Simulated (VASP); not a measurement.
Runs of VASP 6.6.1 on ZnIr2O4. Symmetry: Fd-3m, No. 227, cubic system. Conventional cell: a = 8.749 Å, b = 8.749 Å, c = 8.749 Å, α = 90.00°, β = 90.00°, γ = 90.00°. Zn (site symmetry -43m) is surrounded by 4 O at 2.07 Å. Ir (site symmetry -3m) is surrounded by 6 O at 2.09 Å. O (site symmetry 3m) is surrounded by 1 Zn at 2.07 Å and 3 Ir at 2.09 Å. The cell comes from a database or a generator and needn't be the stable form of this composition.

```tsv
level	potentials or basis	gap on the mesh (eV)	pressure (GPa)	relaxed volume (Å³/atom)	largest force (eV/Å)
PBEsol	VASP PAW PBE potentials, release 64 (Zn, Ir, O)	(c)	0.0	11.47	-
PBE	VASP PAW PBE potentials, release 64 (Zn, Ir, O)	0.48	0.0	(b)	0.01
LDA	VASP PAW LDA potentials, release 64 (Zn, Ir, O)	0.65	0.0	11.17	-
PBE+D3(BJ)	VASP PAW PBE potentials, release 64 (Zn, Ir, O)	(a)	0.1	11.69	0.01
```

Alike in all rows: task relaxation of cell and atoms; no spin polarisation; cell relaxed; k mesh 6 × 6 × 6; cutoff (eV) 600; smearing gaussian 0.03 eV.

**Question.** Fill in the values left out.

**Answer.** (a) 0.58; (b) 11.94; (c) 0.50.

Caveats: spin-orbit coupling is left out, which moves the levels of the heavy elements; the PAW data sets were made with another functional, which shifts forces and pressure a little (some runs).

A k mesh can miss the band edges, and the runs leave out spin-orbit coupling on Ir.

Not every run made on this cell is shown here.
